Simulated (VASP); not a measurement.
Wanted: the native input for a VASP 6.6.1 run.

| Quantity | Value |
| --- | --- |
| Task | Born charges and dielectric tensor |
| Functional | PBE |
| Potentials or basis | VASP PAW PBE potentials, release 64 (Si) |
| Cutoff | 250 eV |
| k mesh | 10 × 10 × 10 |
| Occupations | gaussian, width 0.02 eV |
| Spin | no spin polarisation |
| Further INCAR settings | ALGO = Normal; EDIFF = 1e-08; IBRION = 8; NSW = 1 |

The structure of Si lies in POSCAR:

```
Si                                      
1.0
    0.0000000000      2.7324484597      2.7324484597
    2.7324484597      0.0000000000      2.7324484597
    2.7324484597      2.7324484597      0.0000000000
  Si            
     2
Direct
     0.7500000000000000    0.7500000000000000    0.7500000000000000
     0.5000000000000000    0.5000000000000000    0.5000000000000000
```

These files were run (other wordings do the same):

INCAR

```
ALGO     = Normal         # electronic algorithm
EDIFF    = 1E-8           # SCF threshold, eV
ENCUT    = 250            # plane-wave cutoff, eV
GGA      = PE             # functional
IBRION   = 8              # ionic algorithm
ISIF     = 2              # what is computed and relaxed
ISMEAR   = 0              # smearing method
LASPH    = True           # aspherical terms in the spheres
LCHARG   = False          # write CHGCAR
LEPSILON = True           # dielectric tensor by DFPT
LREAL    = False          # projectors in reciprocal space
LWAVE    = False          # write WAVECAR
NELM     = 100            # most SCF steps
NSW      = 1              # ionic steps
PREC     = Accurate       # precision mode
SIGMA    = 0.02           # smearing width, eV
```

KPOINTS

```
k-points
0
Gamma
  10 10 10
```

Potentials or basis: VASP PAW PBE potentials, release 64 (Si).

Launch:

```console
$ cat potpaw_PBE.64/Si/POTCAR > POTCAR
$ mpirun -np 1 vasp_std > vasp.out
```

Results of the run:

The band gap on the k mesh is 0.62 eV, indirect (least direct gap 2.56 eV) and the electronic dielectric tensor (diagonal) is 13.32. The born charges (mean of the diagonal) is Si +0.00 e. The highest phonon frequency at Γ is 504 cm⁻¹.

Caveat: the gap is small at this level, which inflates the dielectric constant.

Wall time 37 s on 1 thread of Intel(R) Xeon(R) 6975P-C (Granite Rapids), with other jobs on the host, peak memory 0.17 GiB.
